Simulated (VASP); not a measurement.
Here is the system:

```yaml
crystal:
  lattice:
    - [4.24800, 0.00000, 0.00000]
    - [-2.12400, 3.67888, 0.00000]
    - [0.00000, 0.00000, 6.99633]
  atoms:
    - { symbol: Tl, position: [0.33333, 0.66667, 0.00087] }
    - { symbol: Tl, position: [0.66667, 0.33333, 0.50087] }
    - { symbol: F, position: [0.33333, 0.66667, 0.37413] }
    - { symbol: F, position: [0.66667, 0.33333, 0.87413] }
```

These are r2SCAN meta-GGA, VASP's PBE PAW potentials (set 64) (plane waves; VASP) values and carry that method's errors. Run with 520 eV cut-off, 7×7×4 Γ-centred mesh, tetrahedra with Blöchl corrections, potentials Tl_d F.

The path is coarsely sampled, so an indirect gap can come out somewhat too large. Unless said otherwise, spin-orbit coupling is left out, though it shifts the bands of the heavy elements here.

### Question
Predict the energy per atom (σ→0), band gap (over mesh and band path) with the smallest direct gap where there is one.

### Answer

```
Quantity                                                 Value
---------------------------------------------  ---------------
band gap (over mesh and band path)                     3.47 eV
smallest direct gap (over mesh and band path)          3.61 eV
energy per atom (σ→0)                          -29.895 eV/atom
```

Only differences to runs with the same potentials and settings are physical.

The structure was generated: TlF was put into the wurtzite type (P6_3mc), which need not be its known phase. It was relaxed first, which changed the volume by +115 %.
